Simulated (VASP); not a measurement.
# A VASP study of CdS (Greenockite) (PBE): structure first, properties next, part 5 of 5

Aim: relax CdS (Greenockite), then compute properties on the relaxed cell. The start is a cell from a database of measured crystal structures.

VASP 6.6.1; PBE; plane waves and PAW (Cd, S).

So far, gap on the k-mesh (eV): step 3 (relaxing cell and atoms (PBE)) 1.12; step 4 (second relaxation) 1.11; step 5 (density, ELF and potential (PBE)) 1.11; step 7 (total and projected DOS (PBE)) 1.11. The relaxed cell has a = 4.193, c = 6.831 Å (conventional setting).

## Step 8: Zone-centre phonons (PBE) (continued)

From OUTCAR (step 8):

```text
   k-points           NKPTS =     76   k-points in BZ     NKDIM =     76   number of bands    NBANDS=     24

   NELECT =      36.0000    total number of electrons

  Total       -0.0089001     -0.0089001     -0.0153638      0.0000000     -0.0000000     -0.0000000
  in kB       -0.1371277     -0.1371277     -0.2367180      0.0000000     -0.0000000     -0.0000000
  external PRESSURE =      -0.1703245 kB  Pullay stress =       0.0000000 kB

 POSITION                                       TOTAL-FORCE (eV/Angst)
 -----------------------------------------------------------------------------------
      2.09629      1.21030      6.82736         0.000000     -0.000000     -0.006333
     -0.00000      2.42059      3.41186        -0.000000      0.000000     -0.006333
      2.09629      1.21030      2.56527        -0.000000      0.000000      0.006333
     -0.00000      2.42059      5.98077        -0.000000     -0.000000      0.006333
 -----------------------------------------------------------------------------------
    total drift:                               -0.000000     -0.000001     -0.000554

 MACROSCOPIC STATIC DIELECTRIC TENSOR (including local field effects in DFT)
 ------------------------------------------------------
           6.075693     0.000000     0.000000
           0.000000     6.075693     0.000000
           0.000000     0.000000     6.164227
 ------------------------------------------------------

 PIEZOELECTRIC TENSOR (including local field effects)  for field in x, y, z        (C/m^2)
          XX          YY          ZZ          XY          YZ          ZX
  --------------------------------------------------------------------------------
  x     0.00000    -0.00000     0.00000     0.00000     0.00000     0.34624
  y    -0.00000    -0.00000    -0.00000     0.00000     0.34624     0.00000
  z     0.34088     0.34088    -0.69233     0.00000     0.00000     0.00000

 BORN EFFECTIVE CHARGES (including local field effects) (in |e|, cummulative output)
 ---------------------------------------------------------------------------------
 ion    1
    1     2.18012     0.00000     0.00000
    2     0.00000     2.18012     0.00000
    3     0.00000    -0.00000     2.27085
 ion    2
    1     2.18012    -0.00000     0.00000
    2     0.00000     2.18012    -0.00000
    3     0.00000     0.00000     2.27085
 ion    3
    1    -2.18012     0.00000     0.00000
    2     0.00000    -2.18012     0.00000
    3     0.00000     0.00000    -2.27085
 ion    4
    1    -2.18012     0.00000     0.00000
    2     0.00000    -2.18012     0.00000
    3     0.00000     0.00000    -2.27085

 Eigenvectors and eigenvalues of the dynamical matrix
 ----------------------------------------------------

   1 f  =    8.515505 THz    53.504498 2PiTHz  284.046684 cm-1    35.217285 meV
             X         Y         Z           dx          dy          dz
      2.096294  1.210296  6.827358    -0.000000   -0.000000    0.110353
     -0.000000  2.420592  3.411858     0.000000    0.000000   -0.110353
      2.096294  1.210296  2.565267    -0.000000   -0.000000   -0.698443
     -0.000000  2.420592  5.980767     0.000000    0.000000    0.698443

   2 f  =    7.054037 THz    44.321819 2PiTHz  235.297331 cm-1    29.173138 meV
             X         Y         Z           dx          dy          dz
      2.096294  1.210296  6.827358     0.000001   -0.284926    0.000000
     -0.000000  2.420592  3.411858    -0.000001    0.284926   -0.000000
      2.096294  1.210296  2.565267     0.000002   -0.647161   -0.000000
     -0.000000  2.420592  5.980767    -0.000002    0.647161   -0.000000

   3 f  =    7.054037 THz    44.321819 2PiTHz  235.297331 cm-1    29.173138 meV
             X         Y         Z           dx          dy          dz
      2.096294  1.210296  6.827358     0.284926    0.000001   -0.000000
     -0.000000  2.420592  3.411858    -0.284926   -0.000001   -0.000000
      2.096294  1.210296  2.565267     0.647161    0.000002    0.000000
[...]
-0.000000  2.420592  3.411858    -0.332896   -0.000001    0.000000
      2.096294  1.210296  2.565267     0.623843    0.000002   -0.000000
     -0.000000  2.420592  5.980767     0.623843    0.000002   -0.000000

   6 f  =    6.493155 THz    40.797699 2PiTHz  216.588353 cm-1    26.853521 meV
             X         Y         Z           dx          dy          dz
      2.096294  1.210296  6.827358     0.000000    0.000000    0.332725
     -0.000000  2.420592  3.411858     0.000000    0.000000    0.332725
      2.096294  1.210296  2.565267    -0.000000   -0.000000   -0.623934
     -0.000000  2.420592  5.980767    -0.000000   -0.000000   -0.623934

   7 f  =    3.903313 THz    24.525237 2PiTHz  130.200495 cm-1    16.142797 meV
             X         Y         Z           dx          dy          dz
      2.096294  1.210296  6.827358    -0.000000    0.000000    0.698443
     -0.000000  2.420592  3.411858    -0.000000    0.000000   -0.698443
      2.096294  1.210296  2.565267     0.000000   -0.000000    0.110353
     -0.000000  2.420592  5.980767     0.000000   -0.000000   -0.110353

   8 f  =    1.259862 THz     7.915946 2PiTHz   42.024471 cm-1     5.210368 meV
             X         Y         Z           dx          dy          dz
      2.096294  1.210296  6.827358    -0.000030    0.647161   -0.000000
     -0.000000  2.420592  3.411858     0.000030   -0.647161   -0.000000
      2.096294  1.210296  2.565267     0.000013   -0.284926   -0.000000
     -0.000000  2.420592  5.980767    -0.000013    0.284926   -0.000000

   9 f  =    1.259862 THz     7.915946 2PiTHz   42.024471 cm-1     5.210368 meV
             X         Y         Z           dx          dy          dz
      2.096294  1.210296  6.827358     0.647161    0.000030    0.000000
     -0.000000  2.420592  3.411858    -0.647161   -0.000030    0.000000
      2.096294  1.210296  2.565267    -0.284926   -0.000013    0.000000
     -0.000000  2.420592  5.980767     0.284926    0.000013    0.000000

  10 f/i=    0.002461 THz     0.015460 2PiTHz    0.082074 cm-1     0.010176 meV
             X         Y         Z           dx          dy          dz
      2.096294  1.210296  6.827358     0.452158    0.429807    0.000000
     -0.000000  2.420592  3.411858     0.452158    0.429807    0.000000
      2.096294  1.210296  2.565267     0.241281    0.229354    0.000000
     -0.000000  2.420592  5.980767     0.241281    0.229354    0.000000

  11 f/i=    0.002461 THz     0.015460 2PiTHz    0.082074 cm-1     0.010176 meV
             X         Y         Z           dx          dy          dz
      2.096294  1.210296  6.827358    -0.429807    0.452158   -0.000000
     -0.000000  2.420592  3.411858    -0.429807    0.452158   -0.000000
      2.096294  1.210296  2.565267    -0.229354    0.241281   -0.000000
     -0.000000  2.420592  5.980767    -0.229354    0.241281   -0.000000

  12 f/i=    0.004166 THz     0.026176 2PiTHz    0.138967 cm-1     0.017230 meV
             X         Y         Z           dx          dy          dz
      2.096294  1.210296  6.827358    -0.000000    0.000000    0.623934
     -0.000000  2.420592  3.411858    -0.000000    0.000000    0.623934
      2.096294  1.210296  2.565267    -0.000000    0.000000    0.332725
     -0.000000  2.420592  5.980767    -0.000000    0.000000    0.332725

 MACROSCOPIC STATIC DIELECTRIC TENSOR IONIC CONTRIBUTION
 ------------------------------------------------------
           3.632145    -0.000000     0.000000
          -0.000000     3.632145    -0.000000
           0.000000    -0.000000     4.173512
 ------------------------------------------------------

 ELASTIC MODULI CONTR FROM IONIC RELAXATION (kBar)
 Direction    XX          YY          ZZ          XY          YZ          ZX
 --------------------------------------------------------------------------------
 XX        -263.8840    109.1785    149.7943      0.0000      0.0000     -0.0000
 YY         109.1785   -263.8840    149.7943     -0.0000      0.0000     -0.0000
 ZZ         149.7943    149.7943   -290.0778     -0.0000     -0.0000      0.0000
 XY           0.0000     -0.0000     -0.0000   -186.5313      0.0000      0.0000
 YZ           0.0000     -0.0000     -0.0000      0.0000    -70.3667      0.0000
 ZX          -0.0000     -0.0000      0.0000     -0.0000      0.0000    -78.0790
 --------------------------------------------------------------------------------

 PIEZOELECTRIC TENSOR IONIC CONTR  for field in x, y, z        (C/m^2)
          XX          YY          ZZ          XY          YZ          ZX
  --------------------------------------------------------------------------------
  x    -0.00000    -0.00000     0.00000     0.00000     0.00000    -0.50110
  y     0.00000    -0.00000    -0.00000     0.00000    -0.47570     0.00000
  z    -0.53464    -0.53464     1.03533     0.00000     0.00000    -0.00000

[... 7 parts as in an earlier step ...]

[... 3 further parts left out ...]
```

Energies printed during the response cycles are not total energies of the cell.

Numbers from this step:

| Property | Result |
| --- | --- |
| bands | 24 |
| irreducible k points | 76 |
| pressure of the cell | -0.01703 GPa |
| largest force of the cell | 0.006333 eV/Å |
| Fermi energy | 1.179 eV |

Electronic dielectric tensor with local fields:

```
6.08 0.00 0.00
0.00 6.08 0.00
0.00 0.00 6.16
```

Ionic part of the static dielectric tensor:

```
3.63 0.00 0.00
0.00 3.63 0.00
0.00 0.00 4.17
```

Born effective charge (e), principal values of the symmetric part by kind of site:

| atom | atoms with these values | low | middle | high | mean |
| --- | --- | --- | --- | --- | --- |
| Cd1 | 2 | 2.18 | 2.18 | 2.27 | 2.21 |
| S3 | 2 | -2.27 | -2.18 | -2.18 | -2.21 |

In full for S3:

```
-2.18  0.00  0.00
 0.00 -2.18  0.00
 0.00  0.00 -2.27
```

Infrared lines, with heights relative to the strongest:

| position (cm⁻¹) | lines merged | squared mode dipole, relative |
| --- | --- | --- |
| 42 | 2 | 0.0 |
| 130 | 1 | 0.0 |
| 217 | 1 | 54 |
| 223 | 2 | 100 |
| 235 | 2 | 0.0 |
| 284 | 1 | 0.0 |

Transverse limit, no LO-TO splitting. Modes at Γ, with each element's share of the kinetic energy:

| mode | frequency (cm⁻¹) | symmetry | IR | Cd % | S % |
| --- | --- | --- | --- | --- | --- |
| 1 | -0.1 | acoustic | 1.5e-7 | 78 | 22 |
| 2 | -0.1 | acoustic | 4.0e-8 | 78 | 22 |
| 3 | -0.1 | acoustic | 4.0e-8 | 78 | 22 |
| 4 | 42.0 | E2 | 0 | 84 | 16 |
| 5 | 42.0 | E2 | 0 | 84 | 16 |
| 6 | 130.2 | B | 0 | 98 | 2 |
| 7 | 216.6 | A1 | 0.41 | 22 | 78 |
| 8 | 222.9 | E1 | 0.38 | 22 | 78 |
| 9 | 222.9 | E1 | 0.38 | 22 | 78 |
| 10 | 235.3 | E2 | 0 | 16 | 84 |
| 11 | 235.3 | E2 | 0 | 16 | 84 |
| 12 | 284.0 | B | 0 | 2 | 98 |

Displacements in mode 4 (42.0 cm⁻¹), the largest set to 1:
```
Cd1  1.00  0.00  0.00
Cd2 -1.00  0.00  0.00
S3  -0.82  0.00  0.00
S4   0.82  0.00  0.00
```

Displacements in mode 12 (284.0 cm⁻¹), the largest set to 1:
```
Cd1  0.00  0.00  0.08
Cd2  0.00  0.00 -0.08
S3   0.00  0.00 -1.00
S4   0.00  0.00  1.00
```

Piezoelectric tensor, ionic part (C/m²), by row:

| field | xx | yy | zz | xy | yz | zx |
| --- | --- | --- | --- | --- | --- | --- |
| x | 0 | 0 | 0 | 0 | 0 | -0.5011 |
| y | 0 | 0 | 0 | 0 | -0.4757 | 0 |
| z | -0.5346 | -0.5346 | 1.035 | 0 | 0 | 0 |

Piezoelectric tensor with clamped ions (C/m²), by row:

| field | xx | yy | zz | xy | yz | zx |
| --- | --- | --- | --- | --- | --- | --- |
| x | 0 | 0 | 0 | 0 | 0 | 0.3462 |
| y | 0 | 0 | 0 | 0 | 0.3462 | 0 |
| z | 0.3409 | 0.3409 | -0.6923 | 0 | 0 | 0 |

The Born charges sum to zero; the printed set may have that rule imposed, so this is no test. Born charges and mode vectors give each infrared mode its dipole; summed over the modes, dipole squared over frequency squared adds 3.81 to the electronic 6.11, for a mean static constant of 9.92. By the characters of their eigenvectors the optical modes sort into (cm⁻¹) Raman active: E2 42, A1 217, E1 223, E2 235; infrared active: A1 217, E1 223; silent: B 130, B 284. B labels carry no number here, since it depends on the setting of the axes.

## Step 9: Core-level energies (PBE)

Core levels shift with the potential at each site, so they tell like atoms on unlike sites apart.

Contents of INCAR:

```
SYSTEM = CdS
PREC = Accurate
ENCUT = 400
EDIFF = 1E-06
NELM = 100
ISMEAR = 0
SIGMA = 0.05
LREAL = .FALSE.
ALGO = Normal
GGA = PE
NBANDS = 24
LORBIT = 11
LWAVE = .FALSE.
LCHARG = .FALSE.
KPAR = 4
ICORELEVEL = 1
```

Contents of POSCAR:

```
CdS
1.0
    4.1925876750      0.0000000000      0.0000000000
   -2.0962938375      3.6308874342      0.0000000000
    0.0000000000      0.0000000000      6.8310000015
Cd S
2 2
Direct
    0.6666666667      0.3333333333      0.9994667924
    0.3333333333      0.6666666667      0.4994667924
    0.6666666667      0.3333333333      0.3755332076
    0.3333333333      0.6666666667      0.8755332076
```

Contents of KPOINTS:

```
Automatic mesh
0
Gamma
6 6 4
0 0 0
```

PAW data sets: Cd and S (PBE family, release 64).

The run is started by

```bash
> mpirun -np 4 vasp_std
```

What it wrote:

```text
[... set-up lines as in an earlier step ...]
 entering main loop
       N       E                     dE             d eps       ncg     rms          rms(c)
[... 1 cycle as in an earlier step ...]
DAV:   2    -0.293927151753E+01   -0.21231E+03   -0.20683E+03  1176   0.305E+02
[... 1 cycle as in an earlier step ...]
DAV:   4    -0.133949125982E+02   -0.96111E-01   -0.96081E-01  1192   0.650E+00
DAV:   5    -0.133966630681E+02   -0.17505E-02   -0.17504E-02  1256   0.836E-01    0.104E+01
DAV:   6    -0.123122101173E+02    0.10845E+01   -0.22743E+00  1344   0.149E+01    0.837E+00
DAV:   7    -0.122940873663E+02    0.18123E-01   -0.73889E-01  1120   0.471E+00    0.397E+00
DAV:   8    -0.122921576721E+02    0.19297E-02   -0.90677E-02  1136   0.304E+00    0.482E-01
DAV:   9    -0.122903641359E+02    0.17935E-02   -0.17124E-02  1288   0.159E+00    0.138E-01
DAV:  10    -0.122906485226E+02   -0.28439E-03   -0.13605E-03  1184   0.353E-01    0.117E-01
DAV:  11    -0.122907893197E+02   -0.14080E-03   -0.23934E-04  1200   0.110E-01    0.944E-02
DAV:  12    -0.122908008843E+02   -0.11565E-04   -0.16365E-04  1072   0.824E-02    0.146E-02
DAV:  13    -0.122908016490E+02   -0.76471E-06   -0.14466E-05  1280   0.277E-02    0.791E-03
DAV:  14    -0.122908026141E+02   -0.96515E-06   -0.22964E-06   888   0.126E-02
   1 F= -.12290803E+02 E0= -.12290803E+02  d E =-.380647E-14
```

Run time: 13 s. Hardware: 4 MPI ranks of AMD EPYC 7R43, shared host; peak memory 0.66 GiB.

Parts of OUTCAR (step 9):

```text
   NELECT =      36.0000    total number of electrons

 the core state eigenenergies are
   1-  1s -26513.9952  2s  -3931.1579  2p  -3526.4115  3s   -728.0670  3p   -595.3560
       3d   -387.8023  4s   -100.3171  4p    -61.3854
   2-  1s -26513.9952  2s  -3931.1579  2p  -3526.4115  3s   -728.0670  3p   -595.3560
       3d   -387.8023  4s   -100.3171  4p    -61.3854
   3-  1s  -2397.4052  2s   -203.4650  2p   -148.2382
   4-  1s  -2397.4052  2s   -203.4650  2p   -148.2382

 E-fermi :   1.1802

  Total       -0.0084822     -0.0084822     -0.0257806      0.0000000      0.0000000      0.0000000
  in kB       -0.1306896     -0.1306896     -0.3972136      0.0000000      0.0000000      0.0000000
  external PRESSURE =      -0.2195309 kB  Pullay stress =       0.0000000 kB

 POSITION                                       TOTAL-FORCE (eV/Angst)
 -----------------------------------------------------------------------------------
      2.09629      1.21030      6.82736        -0.000000     -0.000000     -0.005407
     -0.00000      2.42059      3.41186         0.000000      0.000000     -0.005407
      2.09629      1.21030      2.56527         0.000000     -0.000000      0.005407
     -0.00000      2.42059      5.98077        -0.000000      0.000000      0.005407
 -----------------------------------------------------------------------------------
    total drift:                               -0.000000     -0.000001     -0.000510

  FREE ENERGIE OF THE ION-ELECTRON SYSTEM (eV)
  ---------------------------------------------------
  free  energy   TOTEN  =       -12.2908026141 eV

  energy  without entropy=      -12.2908026141  energy(sigma->0) =      -12.29080261

[... 16 parts as in an earlier step ...]

[... 1 further part left out ...]
```

These are scalar-relativistic Kohn-Sham levels of the ground state, with no core hole, so they are not binding energies.

Numbers from this step:

```
irreducible k points           : 21
Fermi energy                   : 1.180 eV
pressure                       : -0.02195 GPa
gap on the k-mesh              : 1.111 eV
least direct gap on the k-mesh : 1.111 eV
```

Kohn-Sham core levels. Core levels, by row:

| atom | shell | level below the valence-band top (eV) |
| --- | --- | --- |
| Cd1 | 1s | 26515 |
| Cd1 | 2s | 3932 |
| Cd1 | 2p | 3527 |
| Cd1 | 3s | 729 |
| Cd1 | 3p | 596.3 |
| Cd1 | 3d | 388.7 |
| Cd1 | 4s | 101.2 |
| Cd1 | 4p | 62.31 |
| Cd2 | 1s | 26515 |
| Cd2 | 2s | 3932 |
| Cd2 | 2p | 3527 |
| Cd2 | 3s | 729 |
| Cd2 | 3p | 596.3 |
| Cd2 | 3d | 388.7 |
| Cd2 | 4s | 101.2 |
| Cd2 | 4p | 62.31 |
| S3 | 1s | 2398 |
| S3 | 2s | 204.4 |
| S3 | 2p | 149.2 |
| S4 | 1s | 2398 |
| S4 | 2s | 204.4 |
| S4 | 2p | 149.2 |

Atoms of one element give levels within 0.1 eV of each other.

## Step 10: What came out

* relaxed volume: 26.00 Å³/atom
* relaxed conventional cell a, b, c: 4.193, 4.193, 6.831 Å; angles 90.0, 90.0, 120.0°
* space group after relaxing, within 0.02 Å: P6_3mc (No. 186)
* band gap: 1.11 eV, direct
* gap among the points of the DOS mesh alone, an upper bound: 1.11 eV
* static dielectric constant from modes and Born charges, mean: 9.92
* electronic dielectric constant, mean: 6.11
* highest zone-centre mode: 284 cm⁻¹
* shallowest level of the frozen cores: Cd1 4p, 62.3 eV deep

With PBE, CdS (Greenockite) relaxes to 26.00 Å³/atom in space group P6_3mc (held by the symmetry of the run) and has a direct gap of 1.11 eV. Against the listed cell the volume lies +4.5 % (a +1.3 %, c +1.7 %). Zone-centre phonons (PBE): The principal values of the ionic part of the static dielectric tensor are 3.63, 3.63 and 4.17. Zone-centre phonons (PBE): Mean Born effective charge: Cd1 2.21, S3 -2.21 e. Zone-centre phonons (PBE): The strongest infrared line lies at 223 cm⁻¹, followed by 217. Zone-centre phonons (PBE): The highest mode in this list at Γ, 284.0 cm⁻¹, is mostly motion of S (98 % of the kinetic energy). Semilocal functionals usually underestimate gaps. Spin-orbit coupling is left out; it would split some degenerate bands. Modes at Γ alone can't show that the crystal is stable at other wave vectors, and the LO-TO splitting is not included. No search among competing phases was made, and a listed structure need not be the one stable at ambient conditions. All values are for a static lattice at zero temperature.

[Lines on the potential files, build, host, timing and source positions are cut from VASP's logs without a mark.]

[Logs are printed without paths, hosts, clocks, repeated set-up lines and the standing remarks that a program may print on its own settings, such as how far it seeks lower states.]

[Hosts, paths, dates, database ids (printed as entryN), source tags and the programs' standing remarks are cut or masked in the printed files.]

[A measured line is paired with the nearest computed mode of its activity, which favours agreement.]
